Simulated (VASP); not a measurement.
Input:

```yaml
crystal:
  lattice:
    - [0.00000, 2.00312, 2.00312]
    - [2.00312, 0.00000, 2.00312]
    - [2.00312, 2.00312, 0.00000]
  atoms:
    - { symbol: Pt, position: [0.00000, 0.00000, 0.00000] }
```

Computed with PBE GGA, VASP's PBE PAW potentials (set 64) (plane waves; VASP). Settings: 300 eV cut-off, 19×19×19 Γ-centred mesh, Fermi-Dirac smearing of 0.050 eV, potentials Pt.

Give the energies of bands 1 to 6 at the high-symmetry points, in eV from the Fermi level.

```json
[
 {"band": "1", "Γ": "-9.51", "X": "-6.38", "U": "-5.64", "L": "-6.67", "W": "-5.08"},
 {"band": "2", "Γ": "-3.40", "X": "-5.96", "U": "-4.92", "L": "-3.45", "W": "-4.09"},
 {"band": "3", "Γ": "-3.40", "X": "0.01", "U": "-2.54", "L": "-3.45", "W": "-4.09"},
 {"band": "4", "Γ": "-3.40", "X": "0.44", "U": "-1.16", "L": "-0.20", "W": "-1.77"},
 {"band": "5", "Γ": "-1.46", "X": "0.44", "U": "-0.14", "L": "0.04", "W": "0.45"},
 {"band": "6", "Γ": "-1.46", "X": "1.92", "U": "5.51", "L": "0.04", "W": "6.69"}
]
```

It has no gap at this level: it comes out as a metal or semimetal.

The structure comes from a computed database's Pt entry; how it stands against other phases isn't given here. The cell was not relaxed at this level.
